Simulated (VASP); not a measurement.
Data:

```
CELL_PARAMETERS angstrom
      0.00000     2.22905     2.22905
      2.22905     0.00000     2.22905
      2.22905     2.22905     0.00000
ATOMIC_POSITIONS crystal
  Hf 0.00000 0.00000 0.00000
  C  0.50000 0.50000 0.50000
```

All values below come from PBEsol GGA, VASP's PBE PAW potentials (set 64) (plane waves; VASP). Settings: 620 eV cut-off, 14×14×14 Γ-centred mesh, first-order Methfessel-Paxton smearing of 0.10 eV, potentials Hf_pv C.

Energy and stress use the plane-wave basis of the starting cell.

The ions, cell shape and volume at an external pressure of 45.0 GPa are relaxed. Predict the relaxed structure.

```
CELL_PARAMETERS angstrom
      0.00000     2.20116     2.20116
      2.20116     0.00000     2.20116
      2.20116     2.20116     0.00000
ATOMIC_POSITIONS crystal
  Hf 0.00000 0.00000 0.00000
  C  0.50000 0.50000 0.50000
```
Space group Fm-3m (225), at a tolerance of 0.03 Å.

How do energy and volume change from the first to the last step?

The energy (σ→0) changes by +95.4 meV/atom and the volume by -3.7 %, in 4 ionic steps.

The compound is HfC in the rock salt structure. This run relaxes it under an external pressure of 45 GPa. Symmetry was kept, so distortions that lower it aren't found.
